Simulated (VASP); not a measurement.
Here is a VASP 6.6.1 calculation.

File INCAR:

```
PREC = Accurate
ENCUT = 520
EDIFF = 1E-6
ISMEAR = -1
SIGMA = 0.05
LREAL = Auto
LASPH = True
NELM = 60
ALGO = Normal
ISIF = 2
LWAVE = False
LCHARG = False
GGA = PE
IVDW = 12
NBANDS = 55
```

The input KPOINTS:

```
regular mesh
0
Gamma
  1 1 1
```

POSCAR

```
H18SO8
1.0
    6.2144650000      0.0000000000      0.0000000000
    0.0000000000      6.2144650000      0.0000000000
    0.0000000000      0.0000000000      6.2144650000
O H S
8 18 1
Direct
    0.3797108842      0.5108726174      0.7111312076
    0.1025188814      0.1034360963      0.3451141812
    0.2037182605      0.6065204326      0.1737880896
    0.4471985923     -0.1018591303      0.5550920313
    0.6550362742      0.7811774626      1.0402182650
    0.1034682792      0.8790459034      0.8989993507
    0.9812268635      0.3506979281      0.8929167676
    0.8375942257      0.7398545168      0.4477939774
    0.3702329967      0.6611671318      0.6777574578
    0.2286761612      0.4717863887      0.7249055228
    0.2020125626      0.1888014495      0.2664589792
    0.1354742524     -0.0225763602      0.2583971428
    0.1129139837      0.5717306317      0.2989798800
    0.1528369699      0.5037923619      0.0650257102
    0.5522277461      0.0235418495      0.5248883049
    0.4810550868     -0.2100583075      0.4404401666
    0.7099243459      0.8180591571      1.1694812023
    0.7457600936      0.8612487157      0.9374419198
    0.1977805008      0.7883381755      0.9804383805
    0.1252078819      0.8589798156      0.7385993806
    0.8882985100      0.3162299570      1.0114466813
    1.0350207138      0.2302209442      0.8144385719
    0.8005998907      0.7023774372      0.6153546605
    0.8533638857      0.8990315337      0.4038481189
    0.5265457284      0.4242199449      0.4104295382
    0.8033515355      0.3196091699      0.4211947448
    0.6529121976      0.2936214139      0.2634820536
```

Potentials or basis: VASP PAW PBE potentials, release 64 (O, H, S).

Run with:

```bash
$ cat potpaw_PBE.64/O/POTCAR potpaw_PBE.64/H/POTCAR potpaw_PBE.64/S/POTCAR > POTCAR
$ mpirun -np 1 vasp_gam > vasp.out
```

Estimate the dispersion energy per atom.

-0.047 eV.

Estimate the largest force.

4.902 eV/Å.

Predict the band gap on the k mesh.

3.56 eV, direct.

Forces on the atoms (eV/Å):
```
O   -0.228 -1.297 -0.201
O   -0.544 -0.871 -0.108
O    0.235 -0.793  1.303
O    1.219  0.726 -0.903
O   -1.496 -0.385 -4.652
O   -1.213  1.558 -3.096
O    0.627  1.691 -0.979
O    0.265 -0.006  2.385
H    0.528  1.218  0.135
H    0.014 -0.280  0.122
H    0.856  1.665 -0.210
H   -0.324 -0.908  0.278
H   -0.003  0.571 -0.346
H   -0.111 -0.152 -0.282
H   -1.601 -1.455  0.123
H   -0.061  1.069  0.514
H    1.550  0.703  3.718
H   -0.286 -0.403  0.554
H    0.678 -0.769  0.430
H    0.262  0.294  1.871
H   -0.729 -0.518  0.342
H    0.013 -1.358  0.258
H    0.749  1.648 -3.562
H   -0.003 -1.755  1.814
H    0.437 -0.848 -1.357
H   -0.017 -0.286 -0.502
S   -0.817  0.941  2.350
```

A hybrid or GW would open this gap; PBE tends to underestimate it.
